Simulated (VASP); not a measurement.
All values below come from revPBE GGA, VASP's PBE PAW potentials (set 64) (plane waves; VASP).

Input for VASP

KPOINTS:
```
Regular mesh
0
gamma
 20 20 11
0 0 0
```

INCAR:
```
ALGO = Normal   ! blocked Davidson
ISIF = 2   ! forces and stress, cell fixed
GGA = RE   ! revPBE
NEDOS = 601   ! DOS grid
ISMEAR = -5   ! tetrahedra, Bloechl
SYSTEM = Be
NELM = 100   ! most electronic steps
LWAVE = F
LORBIT = 11
LASPH = T
LCHARG = T
EDIFF = 1E-7
PREC = Accurate
ENCUT = 520   ! plane-wave cut-off (eV)
LREAL = F   ! projection in real space or not
```

**POSCAR**
```
Be
1
    1.1423714121    -1.9786451534     0.0000000000
    1.1423714121     1.9786451534     0.0000000000
    0.0000000000     0.0000000000     3.5814453165
Be
2
Direct
  0.3333330000   0.6666670000   0.2500000000
  0.6666670000   0.3333330000   0.7500000000
```

POTCAR, in this order: Be (PBE.64 set). Program: vasp_std.

For a metal the tetrahedron method with Blöchl corrections gives inexact stress and forces.

**Question.** What does the run give for the energy per atom (σ→0), band gap (on the k-mesh)?

**Answer.** 
The energy per atom (σ→0) is -3.557 eV/atom and the band gap (on the k-mesh) is none (metal, semimetal or under 0.01 eV).

File OSZICAR:
```
...
DAV:   6    -0.712476103036E+01    0.29821E-01   -0.43623E-03  3456   0.107E+00    0.741E-01
DAV:   7    -0.711334502692E+01    0.11416E-01   -0.45439E-03  3528   0.106E+00    0.181E-02
DAV:   8    -0.711333249666E+01    0.12530E-04   -0.95859E-06  4836   0.390E-02    0.781E-03
DAV:   9    -0.711333497740E+01   -0.24807E-05   -0.16760E-06  3870   0.153E-02    0.868E-04
DAV:  10    -0.711333458719E+01    0.39022E-06   -0.81749E-09  3648   0.100E-03    0.217E-04
DAV:  11    -0.711333445839E+01    0.12880E-06   -0.12979E-09  2160   0.438E-04    0.654E-06
DAV:  12    -0.711333445318E+01    0.52136E-08   -0.52788E-11  2142   0.101E-04
   1 F= -.71133345E+01 E0= -.71133345E+01  d E =0.000000E+00
```

The compound is Be in the hcp structure. It was relaxed first.
